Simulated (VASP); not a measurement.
**A point defect in LaSb**

How easily does a point defect form in LaSb? The host is relaxed first, then a supercell is run with and without the defect. The start is a cell from a database of measured crystal structures.

Main program and level: VASP 6.6.1; PBEsol; plane waves and PAW (La, Sb), in the first sound run; inputs show where later runs differ.

This is a report of a sequence of runs, with most program output left out.

### 1. The host crystal

It takes space group Fm-3m (No. 225, cubic). Conventional cell: a = 6.490 Å, b = 6.490 Å, c = 6.490 Å, α = 90.00°, β = 90.00°, γ = 90.00°. Nearest to La lie 6 Sb at 3.25 Å. Nearest to Sb lie 6 La at 3.25 Å. Farther neighbours are not listed.

### 2. Relaxing the host crystal

The later steps need the crystal at this functional's own lattice; a raised cutoff keeps the stress reliable while the cell changes.

File INCAR:

```
SYSTEM = LaSb
PREC = Accurate
ENCUT = 350
EDIFF = 1E-06
NELM = 120
ISMEAR = 0
SIGMA = 0.05
LREAL = .FALSE.
ALGO = Normal
GGA = PS
NBANDS = 14
LASPH = .TRUE.
LORBIT = 11
LWAVE = .FALSE.
LCHARG = .FALSE.
IBRION = 2
NSW = 40
ISIF = 3
EDIFFG = -0.02
POTIM = 0.4
```

File POSCAR:

```
LaSb
1.0
    0.0000000000      3.2450000000      3.2450000000
    3.2450000000      0.0000000000      3.2450000000
    3.2450000000      3.2450000000      0.0000000000
La Sb
1 1
Direct
    0.0000000000      0.0000000000      0.0000000000
    0.5000000000      0.5000000000      0.5000000000
```

File KPOINTS:

```
Automatic mesh
0
Gamma
4 4 4
0 0 0
```

The projector-augmented-wave data sets are La and Sb (PBE family, release 64).

Launch:

```sh
> export OMP_NUM_THREADS=5
> mpirun -np 1 vasp_std
```

It took 21 s on 1 × NVIDIA H100 80GB HBM3, 81559 MiB with 1 MPI rank of AMD EPYC 7R13 (Zen 3), card shared with another run, shared host; peak memory 1.7 GiB.

The k-mesh is coarse for a metal. The PAW data sets were made with PBE, which is usual practice but a small mismatch for other functionals. The run keeps the 48 symmetry operations of its start, so it cannot find a distortion of lower symmetry.

Step by step:

| step | energy less that of the first step (eV) | largest force (eV/Å) | pressure (GPa) | volume (Å³) |
| --- | --- | --- | --- | --- |
| 1 | 0.0000 | 0.0000 | -0.81 | 68.34 |
| 2 | -0.0020 | 0.0000 | 0.36 | 66.98 |
| 3 | -0.0025 | 0.0000 | 0.00 | 67.38 |

| conventional cell, symmetrised | before | after | change |
| --- | --- | --- | --- |
| a (Å) | 6.490 | 6.459 | -0.5 % |
| b (Å) | 6.490 | 6.459 | -0.5 % |
| c (Å) | 6.490 | 6.459 | -0.5 % |
| volume (Å³/atom) | 34.17 | 33.69 | -1.4 % |

The relaxed structure:

```xyz
2
Lattice="0.0000 3.2297 3.2297 3.2297 0.0000 3.2297 3.2297 3.2297 0.0000" Properties=species:S:1:pos:R:3 pbc="T T T"
La    0.0000    0.0000    0.0000
Sb    3.2297    3.2297    3.2297
```

Numbers from this step:

```yaml
electronic_cycles: 31
electrons: 16
free_energy_toten: -12.37 eV
fermi_energy: 6.705 eV
labelled_metallic_from_the_levels_on_this_mesh: yes
```

The run ended after 3 ionic steps, 0.002 eV below its first step, once forces and stress met EDIFFG = -0.02.

### 3. The supercell without the defect

System of this step: LaSb. The cell holds 72 atoms: 36 La and 36 Sb. Cell: a = 13.703 Å, b = 13.703 Å, c = 18.270 Å, α = 60.0°, β = 60.0°, γ = 60.0°. It derives from LaSb.

The same cell, mesh and cutoff without the defect give the energy to subtract and, in a gapped host, the band edges to count from, so that most errors cancel.

File INCAR:

```
SYSTEM = LaSb
PREC = Normal
ENCUT = 300
EDIFF = 1E-05
NELM = 120
ISMEAR = 1
SIGMA = 0.2
LREAL = Auto
ALGO = Fast
GGA = PS
NBANDS = 338
LASPH = .TRUE.
LORBIT = 11
LWAVE = .FALSE.
LCHARG = .FALSE.
```

File POSCAR:

```
LaSb
1.0
    0.0000000000      9.6891782412      9.6891782412
    9.6891782412      0.0000000000      9.6891782412
   12.9189043216     12.9189043216      0.0000000000
La Sb
36 36
Direct
    0.0000000000      0.0000000000      0.0000000000
    0.0000000000      0.0000000000      0.2500000000
    0.0000000000      0.0000000000      0.5000000000
    0.0000000000      0.0000000000      0.7500000000
    0.0000000000      0.3333333333      0.0000000000
    0.0000000000      0.3333333333      0.2500000000
    0.0000000000      0.3333333333      0.5000000000
    0.0000000000      0.3333333333      0.7500000000
    0.0000000000      0.6666666667      0.0000000000
    0.0000000000      0.6666666667      0.2500000000
    0.0000000000      0.6666666667      0.5000000000
    0.0000000000      0.6666666667      0.7500000000
    0.3333333333      0.0000000000      0.0000000000
    0.3333333333      0.0000000000      0.2500000000
    0.3333333333      0.0000000000      0.5000000000
    0.3333333333      0.0000000000      0.7500000000
    0.3333333333      0.3333333333      0.0000000000
    0.3333333333      0.3333333333      0.2500000000
    0.3333333333      0.3333333333      0.5000000000
    0.3333333333      0.3333333333      0.7500000000
    0.3333333333      0.6666666667      0.0000000000
    0.3333333333      0.6666666667      0.2500000000
    0.3333333333      0.6666666667      0.5000000000
    0.3333333333      0.6666666667      0.7500000000
    0.6666666667      0.0000000000      0.0000000000
    0.6666666667      0.0000000000      0.2500000000
    0.6666666667      0.0000000000      0.5000000000
    0.6666666667      0.0000000000      0.7500000000
    0.6666666667      0.3333333333      0.0000000000
    0.6666666667      0.3333333333      0.2500000000
    0.6666666667      0.3333333333      0.5000000000
    0.6666666667      0.3333333333      0.7500000000
    0.6666666667      0.6666666667      0.0000000000
    0.6666666667      0.6666666667      0.2500000000
    0.6666666667      0.6666666667      0.5000000000
    0.6666666667      0.6666666667      0.7500000000
    0.1666666667      0.1666666667      0.1250000000
    0.1666666667      0.1666666667      0.3750000000
    0.1666666667      0.1666666667      0.6250000000
    0.1666666667      0.1666666667      0.8750000000
    0.1666666667      0.5000000000      0.1250000000
    0.1666666667      0.5000000000      0.3750000000
    0.1666666667      0.5000000000      0.6250000000
    0.1666666667      0.5000000000      0.8750000000
    0.1666666667      0.8333333333      0.1250000000
    0.1666666667      0.8333333333      0.3750000000
    0.1666666667      0.8333333333      0.6250000000
    0.1666666667      0.8333333333      0.8750000000
    0.5000000000      0.1666666667      0.1250000000
    0.5000000000      0.1666666667      0.3750000000
    0.5000000000      0.1666666667      0.6250000000
    0.5000000000      0.1666666667      0.8750000000
    0.5000000000      0.5000000000      0.1250000000
    0.5000000000      0.5000000000      0.3750000000
    0.5000000000      0.5000000000      0.6250000000
    0.5000000000      0.5000000000      0.8750000000
    0.5000000000      0.8333333333      0.1250000000
    0.5000000000      0.8333333333      0.3750000000
    0.5000000000      0.8333333333      0.6250000000
    0.5000000000      0.8333333333      0.8750000000
    0.8333333333      0.1666666667      0.1250000000
    0.8333333333      0.1666666667      0.3750000000
    0.8333333333      0.1666666667      0.6250000000
    0.8333333333      0.1666666667      0.8750000000
    0.8333333333      0.5000000000      0.1250000000
    0.8333333333      0.5000000000      0.3750000000
    0.8333333333      0.5000000000      0.6250000000
    0.8333333333      0.5000000000      0.8750000000
    0.8333333333      0.8333333333      0.1250000000
    0.8333333333      0.8333333333      0.3750000000
    0.8333333333      0.8333333333      0.6250000000
    0.8333333333      0.8333333333      0.8750000000
```

File KPOINTS:

```
Automatic mesh
0
Gamma
2 2 2
0 0 0
```

It took 17 min on 1 × NVIDIA H100 80GB HBM3, 81559 MiB with 1 MPI rank; peak memory 3 GiB.

Numbers from this step:

| Property | Result |
| --- | --- |
| electronic cycles | 60 |
| electrons | 576 |
| free energy (TOTEN) | -446.6505 eV |
| energy at zero smearing | -446.6650 eV |
| Fermi energy | 6.612 eV |

The host is treated as a metal, as its relaxation found a gap under 0.3 eV or none, and only the neutral defect is run.

### 4. Reference Sb

This step: PBEsol; plane waves and PAW (Sb) (VASP 6.6.1).

System of this step: Sb. Symmetry: R-3m, No. 166, trigonal system. The conventional cell has a = 4.345 Å, b = 4.345 Å, c = 11.243 Å, α = 90.00°, β = 90.00°, γ = 120.00°. Nearest to Sb lie 3 Sb at 2.92 Å.

The reference for Sb is its crystal, relaxed at the cutoff of the large cell.

File INCAR:

```
SYSTEM = Sb
PREC = Normal
ENCUT = 300
EDIFF = 1E-05
NELM = 120
ISMEAR = 0
SIGMA = 0.1
LREAL = Auto
ALGO = Fast
GGA = PS
NBANDS = 11
LORBIT = 11
LWAVE = .FALSE.
LCHARG = .FALSE.
LASPH = .TRUE.
IBRION = 2
NSW = 25
ISIF = 3
EDIFFG = -0.02
POTIM = 0.4
```

File POSCAR:

```
Sb
1.0
    3.9521431270     -2.1727090702      0.0000000000
    3.9521431270      2.1727090702      0.0000000000
    2.7576862078      0.0000000000      3.5686505544
Sb
2
Direct
    0.7670000000      0.7670000000      0.7670000000
    0.2330000000      0.2330000000      0.2330000000
```

File KPOINTS:

```
Automatic mesh
0
Gamma
8 8 8
0 0 0
```

Potentials, in the order of the species: Sb (PBE family, release 64).

Elapsed: 93 s, on 1 × NVIDIA H100 80GB HBM3, 81559 MiB with 1 MPI rank; peak memory 1.7 GiB.

The run keeps the 12 symmetry operations of its start, so it cannot find a distortion of lower symmetry.

The steps of the relaxation:

| step | energy less that of the first step (eV) | largest force (eV/Å) | pressure (GPa) | volume (Å³) |
| --- | --- | --- | --- | --- |
| 1 | 0.0000 | 0.1687 | -0.56 | 61.29 |
| 2 | -0.0032 | 0.1478 | 0.09 | 60.52 |
| 3 | -0.0036 | 0.1269 | 0.33 | 60.17 |
| 4 | -0.0053 | 0.0273 | 0.06 | 60.30 |
| 5 | -0.0054 | 0.0020 | -0.02 | 60.33 |
| 6 | -0.0054 | 0.0048 | -0.04 | 60.33 |
| 7 | -0.0054 | 0.0074 | -0.05 | 60.34 |
| 8 | -0.0055 | 0.0059 | -0.01 | 60.27 |

| conventional cell, symmetrised | before | after | change |
| --- | --- | --- | --- |
| a (Å) | 4.345 | 4.331 | -0.3 % |
| b (Å) | 4.345 | 4.331 | -0.3 % |
| c (Å) | 11.243 | 11.129 | -1.0 % |
| volume (Å³/atom) | 30.64 | 30.13 | -1.7 % |

The atoms that moved most (Å, as changes of fractional coordinates times the final cell):

| atom | dx | dy | dz | length |
| --- | --- | --- | --- | --- |
| Sb1 | -0.020 | 0.000 | -0.007 | 0.021 |
| Sb2 | 0.020 | 0.000 | 0.007 | 0.021 |

Final coordinates:

```cif
data_structure
_symmetry_space_group_name_H-M 'P 1'
_symmetry_Int_Tables_number 1
_cell_length_a 4.4738
_cell_length_b 4.4738
_cell_length_c 4.4738
_cell_angle_alpha 57.902
_cell_angle_beta 57.902
_cell_angle_gamma 57.902
_cell_volume 60.27
loop_
_atom_site_label
_atom_site_type_symbol
_atom_site_fract_x
_atom_site_fract_y
_atom_site_fract_z
_atom_site_occupancy
Sb1 Sb 0.76513 0.76513 0.76513 1
Sb2 Sb 0.23487 0.23487 0.23487 1
```

Numbers from this step:

```
electronic cycles       : 32
electrons               : 10
free energy (TOTEN)     : -9.122 eV
energy at zero smearing : -9.121 eV
Fermi energy            : 7.175 eV
```

The run ended after 8 ionic steps, 0.006 eV below its first step, once forces and stress met EDIFFG = -0.02.

Energy at zero smearing: -9.12087 eV.

### 5. Reference La

This step: PBEsol; plane waves and PAW (La) (VASP 6.6.1).

System of this step: La. The structure is hexagonal, space group P6_3/mmc (No. 194). Conventional cell: a = 3.750 Å, b = 3.750 Å, c = 6.071 Å, α = 90.00°, β = 90.00°, γ = 120.00°. Nearest to La lie 12 La at 3.73 to 3.75 Å.

La is not exchanged here; its energy serves the host's formation enthalpy.

File INCAR:

```
SYSTEM = La
PREC = Normal
ENCUT = 300
EDIFF = 1E-05
NELM = 120
ISMEAR = 1
SIGMA = 0.1
LREAL = Auto
ALGO = Fast
GGA = PS
NBANDS = 17
LASPH = .TRUE.
LORBIT = 11
LWAVE = .FALSE.
LCHARG = .FALSE.
IBRION = 2
NSW = 25
ISIF = 3
EDIFFG = -0.02
POTIM = 0.4
```

File POSCAR:

```
La
1.0
    3.7500000000      0.0000000000      0.0000000000
   -1.8750000000      3.2475952642      0.0000000000
    0.0000000000      0.0000000000      6.0712500000
La
2
Direct
    0.0000000000      0.0000000000      0.0000000000
    0.3333333333      0.6666666667      0.5000000000
```

File KPOINTS:

```
Automatic mesh
0
Gamma
8 8 5
0 0 0
```

PAW data sets: La (PBE family, release 64).

Run time: 4 min. Hardware: 1 × NVIDIA H100 80GB HBM3, 81559 MiB with 1 MPI rank; peak memory 1.7 GiB.

The run keeps the 24 symmetry operations of its start, so it cannot find a distortion of lower symmetry.

The steps of the relaxation:

| step | energy less that of the first step (eV) | largest force (eV/Å) | pressure (GPa) | volume (Å³) |
| --- | --- | --- | --- | --- |
| 1 | 0.0000 | 0.0000 | -1.56 | 73.94 |
| 2 | -0.0201 | 0.0000 | -0.58 | 70.89 |
| 3 | -0.0226 | 0.0000 | -0.48 | 69.21 |
| 4 | -0.0082 | 0.0000 | 1.43 | 65.92 |
| 5 | -0.0212 | 0.0000 | 0.31 | 68.35 |
| 6 | -0.0219 | 0.0000 | 0.11 | 68.68 |
| 7 | -0.0221 | 0.0000 | 0.08 | 68.82 |
| 8 | -0.0223 | 0.0000 | -0.01 | 69.01 |

| conventional cell, symmetrised | before | after | change |
| --- | --- | --- | --- |
| a (Å) | 3.750 | 3.674 | -2.0 % |
| b (Å) | 3.750 | 3.674 | -2.0 % |
| c (Å) | 6.071 | 5.905 | -2.7 % |
| volume (Å³/atom) | 36.97 | 34.51 | -6.7 % |

The relaxed structure:

```xyz
2
Lattice="3.6736 0.0000 0.0000 -1.8368 3.1814 0.0000 0.0000 0.0000 5.9051" Properties=species:S:1:pos:R:3 pbc="T T T"
La    0.0000    0.0000    0.0000
La    0.0000    2.1210    2.9525
```

This step gave:

| Property | Result |
| --- | --- |
| electronic cycles | 107 |
| electrons | 22 |
| free energy (TOTEN) | -10.60 eV |
| energy at zero smearing | -10.60 eV |
| Fermi energy | 8.457 eV |

The run ended after 8 ionic steps, 0.022 eV below its first step, once forces and stress met EDIFFG = -0.02.

Energy at zero smearing: -10.60120 eV.

### 6. Relaxing the defect

This step: PBEsol; plane waves and PAW (La, Sb) (VASP 6.6.1).

System of this step: La36Sb35. The cell holds 71 atoms: 36 La and 35 Sb. Cell: a = 13.703 Å, b = 13.703 Å, c = 18.270 Å, α = 60.0°, β = 60.0°, γ = 60.0°. It derives from LaSb. Nearest the centre at fractional (0.167, 0.167, 0.125): La17 at 3.23 Å, La6 at 3.23 Å, La14 at 3.23 Å, La13 at 3.23 Å, La5 at 3.23 Å, La2 at 3.23 Å, Sb39 at 4.57 Å, Sb43 at 4.57 Å.

The host is treated as a metal, since its gap is under 0.3 eV or closed. The run keeps 4 symmetry operations, which cuts the number of k-points but bars distortions that break them. The atoms relax at the host's fixed cell.

File INCAR:

```
SYSTEM = La36Sb35
PREC = Normal
ENCUT = 300
EDIFF = 1E-05
NELM = 120
ISMEAR = 1
SIGMA = 0.2
LREAL = Auto
ALGO = Fast
GGA = PS
NBANDS = 335
LASPH = .TRUE.
LORBIT = 11
LWAVE = .FALSE.
LCHARG = .TRUE.
IBRION = 2
NSW = 50
ISIF = 2
EDIFFG = -0.03
POTIM = 0.4
MAXMIX = 40
ISYM = 2
```

File POSCAR:

```
La36Sb35
1.0
    0.0000000000      9.6891782412      9.6891782412
    9.6891782412      0.0000000000      9.6891782412
   12.9189043216     12.9189043216      0.0000000000
La Sb
36 35
Direct
    0.0000000000      0.0000000000      0.0000000000
    0.0000000000      0.0000000000      0.2500000000
    0.0000000000      0.0000000000      0.5000000000
    0.0000000000      0.0000000000      0.7500000000
    0.0000000000      0.3333333300      0.0000000000
    0.0000000000      0.3333333300      0.2500000000
    0.0000000000      0.3333333300      0.5000000000
    0.0000000000      0.3333333300      0.7500000000
    0.0000000000      0.6666666700      0.0000000000
    0.0000000000      0.6666666700      0.2500000000
    0.0000000000      0.6666666700      0.5000000000
    0.0000000000      0.6666666700      0.7500000000
    0.3333333300      0.0000000000      0.0000000000
    0.3333333300      0.0000000000      0.2500000000
    0.3333333300      0.0000000000      0.5000000000
    0.3333333300      0.0000000000      0.7500000000
    0.3333333300      0.3333333300      0.0000000000
    0.3333333300      0.3333333300      0.2500000000
    0.3333333300      0.3333333300      0.5000000000
    0.3333333300      0.3333333300      0.7500000000
    0.3333333300      0.6666666700      0.0000000000
    0.3333333300      0.6666666700      0.2500000000
    0.3333333300      0.6666666700      0.5000000000
    0.3333333300      0.6666666700      0.7500000000
    0.6666666700      0.0000000000      0.0000000000
    0.6666666700      0.0000000000      0.2500000000
    0.6666666700      0.0000000000      0.5000000000
    0.6666666700      0.0000000000      0.7500000000
    0.6666666700      0.3333333300      0.0000000000
    0.6666666700      0.3333333300      0.2500000000
    0.6666666700      0.3333333300      0.5000000000
    0.6666666700      0.3333333300      0.7500000000
    0.6666666700      0.6666666700      0.0000000000
    0.6666666700      0.6666666700      0.2500000000
    0.6666666700      0.6666666700      0.5000000000
    0.6666666700      0.6666666700      0.7500000000
    0.1666666700      0.1666666700      0.3750000000
    0.1666666700      0.1666666700      0.6250000000
    0.1666666700      0.1666666700      0.8750000000
    0.1666666700      0.5000000000      0.1250000000
    0.1666666700      0.5000000000      0.3750000000
    0.1666666700      0.5000000000      0.6250000000
    0.1666666700      0.5000000000      0.8750000000
    0.1666666700      0.8333333300      0.1250000000
    0.1666666700      0.8333333300      0.3750000000
    0.1666666700      0.8333333300      0.6250000000
    0.1666666700      0.8333333300      0.8750000000
    0.5000000000      0.1666666700      0.1250000000
    0.5000000000      0.1666666700      0.3750000000
    0.5000000000      0.1666666700      0.6250000000
    0.5000000000      0.1666666700      0.8750000000
    0.5000000000      0.5000000000      0.1250000000
    0.5000000000      0.5000000000      0.3750000000
    0.5000000000      0.5000000000      0.6250000000
    0.5000000000      0.5000000000      0.8750000000
    0.5000000000      0.8333333300      0.1250000000
    0.5000000000      0.8333333300      0.3750000000
    0.5000000000      0.8333333300      0.6250000000
    0.5000000000      0.8333333300      0.8750000000
    0.8333333300      0.1666666700      0.1250000000
    0.8333333300      0.1666666700      0.3750000000
    0.8333333300      0.1666666700      0.6250000000
    0.8333333300      0.1666666700      0.8750000000
    0.8333333300      0.5000000000      0.1250000000
    0.8333333300      0.5000000000      0.3750000000
    0.8333333300      0.5000000000      0.6250000000
    0.8333333300      0.5000000000      0.8750000000
    0.8333333300      0.8333333300      0.1250000000
    0.8333333300      0.8333333300      0.3750000000
    0.8333333300      0.8333333300      0.6250000000
    0.8333333300      0.8333333300      0.8750000000
```

File KPOINTS:

```
Automatic mesh
0
Gamma
2 2 2
0 0 0
```

Potentials, in the order of the species: La and Sb (PBE family, release 64).

Wall time 51 min (1 × NVIDIA H100 80GB HBM3, 81559 MiB with 1 MPI rank); peak memory 2.9 GiB.

The run was stopped at its time limit, so it gives no result of its own.

### 7. Results

```json
{
 "result": "none"
}
```

In words: The session ends without its result: «relax the defect» met its time limit.

[Lines on the potential files, build, host, timing and source positions are cut from VASP's logs without a mark.]

[Logs are printed without paths, hosts, clocks, repeated set-up lines and the standing remarks that a program may print on its own settings, such as how far it seeks lower states.]

[Hosts, paths, dates, database ids (printed as entryN), source tags and the programs' standing remarks are cut or masked in the printed files.]

[In band tables of VASP the shares of atoms and orbitals are scaled to a sum of 1 inside the atoms' spheres.]

[Runs that stopped without an error message from VASP are left out.]
